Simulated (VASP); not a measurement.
Given:

```
CELL_PARAMETERS angstrom
      5.33300     0.00000     0.00000
      0.00000     5.33300     0.00000
      0.00000     0.00000     5.33300
ATOMIC_POSITIONS crystal
  Pb 0.00000 0.00000 0.00000
  Pb 0.50000 0.50000 0.50000
  Nb 0.25000 0.00000 0.50000
  Nb 0.50000 0.75000 0.00000
  Nb 0.75000 0.00000 0.50000
  Nb 0.50000 0.25000 0.00000
  Nb 0.00000 0.50000 0.75000
  Nb 0.00000 0.50000 0.25000
```

Method: LDA (Ceperley-Alder, Perdew-Zunger), VASP's LDA PAW potentials (set 64) (plane waves; VASP). Run with 300 eV cut-off, 4×4×4 Γ-centred mesh, Fermi-Dirac smearing of 0.14 eV, potentials Pb_d Nb_sv.

At this cut-off the stress carries a Pulay error, which pulls relaxed volumes low.

Question: Give the stress tensor in GPa (positive for a compressed cell).

Answer: 
```
-6.83   0.00   0.00
 0.00  -6.83   0.00
 0.00   0.00  -6.83
```
The pressure is its mean diagonal, -6.83 GPa.

The structure comes from a measured Nb3Pb entry (Pm-3n) of the Crystallography Open Database, whose conditions weren't checked. The cell was not relaxed at this level.
